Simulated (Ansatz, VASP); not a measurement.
## One calculation of KZnI3, two programs

The input POSCAR:

```
KZnI3
1.0
    5.5828447317      0.0000000000      0.0000000000
    0.0000000000      5.5828447317      0.0000000000
    0.0000000000      0.0000000000      5.5828447317
K Zn I
1 1 3
Direct
    0.0000000000      0.0000000000      0.0000000000
    0.5000000000      0.5000000000      0.5000000000
    0.5000000000      0.5000000000      0.0000000000
    0.5000000000      0.0000000000      0.5000000000
    0.0000000000      0.5000000000      0.5000000000
```

The input INCAR.step1:

```
SYSTEM = KZnI3
ALGO = Normal
EDIFF = 1E-4
ENCUT = 520
GGA = PE
ISMEAR = -1
LASPH = .TRUE.
LCHARG = .FALSE.
LREAL = .FALSE.
LWAVE = .TRUE.
NBANDS = 29
NELM = 80
PREC = Accurate
SIGMA = 0.02
```

INCAR.step2

```
SYSTEM = KZnI3
ALGO = Normal
EDIFF = 1E-6
ENCUT = 520
ISIF = 2
ISMEAR = -1
ISTART = 1
LASPH = .TRUE.
LCHARG = .TRUE.
LELF = .TRUE.
LMIXTAU = .TRUE.
LREAL = .FALSE.
LVHAR = .TRUE.
LWAVE = .FALSE.
METAGGA = R2SCAN
NBANDS = 29
NELM = 80
PREC = Accurate
SIGMA = 0.02
```

The input KPOINTS:

```
k-points
0
G
  4 4 4
  0 0 0
```

Input for Ansatz:

```yaml
crystal:
  lattice:
    - [5.5828447317, 0.0, 0.0]
    - [0.0, 5.5828447317, 0.0]
    - [0.0, 0.0, 5.5828447317]
  atoms:
    - { symbol: K, position: [0.0, 0.0, 0.0] }
    - { symbol: Zn, position: [0.5, 0.5, 0.5] }
    - { symbol: I, position: [0.5, 0.5, 0.0] }
    - { symbol: I, position: [0.5, 0.0, 0.5] }
    - { symbol: I, position: [0.0, 0.5, 0.5] }
kpoints:
  mp_grid: { grid: [4, 4, 4] }
hamiltonian:
  xc: r2scan
scf:
  occupations: { method: fermi_dirac, width: 0.02 }
  n_extra_bands: 5
output:
  forces: true
  stress: true
  eigenvalues: true
```

Alike in both runs: task single point; functional r2SCAN; k mesh 4 × 4 × 4; occupations fermi-dirac, width 0.02 eV; no spin polarisation.

```csv
,VASP,Ansatz
version,VASP 6.6.1,Ansatz 0.2.0
potentials or method,"VASP PAW PBE potentials, release 64 (K_sv, Zn, I)","plane waves, PAW"
plane-wave cutoff (eV),520,500
valence electrons in the cell,42,72
```

|  | VASP | Ansatz | Ansatz less VASP |
| --- | --- | --- | --- |
| pressure (GPa) | 1.8 | 1.8 | -0.03 |

The two sets of potentials don't hold the same shells in valence.

Caveats: the PAW data sets were made with another functional, which shifts forces and pressure a little (VASP). The runs have no spin-orbit coupling, so splittings on I are missing.
